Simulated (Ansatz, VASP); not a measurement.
**One calculation of BeW3N, two programs**

```
Be W N
1.0
     4.18039    0.00000    0.00000
     0.00000    4.18039    0.00000
     0.00000    0.00000    4.18039
Be W N
1 3 1
Cartesian
  2.0902 2.0902 2.0902
  2.0902 2.0902 0.0000
  0.0000 2.0902 2.0902
  2.0902 0.0000 2.0902
  0.0000 0.0000 0.0000
```

Change from the starting cell: species swapped into the NaMgF3 type (Pm-3m, No. 221).

Alike in both runs: functional PBE; k mesh 10 × 10 × 10; occupations gaussian, width 0.1 eV; no spin polarisation.

Ansatz relaxed the structure, and its values are those at the end. VASP's run is a single point on that final structure, the one shown.

|  | VASP | Ansatz |
| --- | --- | --- |
| version | VASP 6.6.1 | Ansatz 0.2.0 |
| potentials or method | VASP PAW PBE potentials, release 64 (Be, W_sv, N) | scalar-relativistic, plane waves, PAW |
| plane-wave cutoff (eV) | 520 | 420 |
| valence electrons in the cell | 49 | 49 |

|  | VASP | Ansatz | Ansatz less VASP |
| --- | --- | --- | --- |
| gap on the k mesh at the Fermi level (eV) | none | none | - |
| pressure (GPa) | 0.3 | 0.0 | -0.30 |

A gap of «none» marks a metal or a gap that the smearing closes.

The runs have no spin-orbit coupling, so splittings on W are missing.
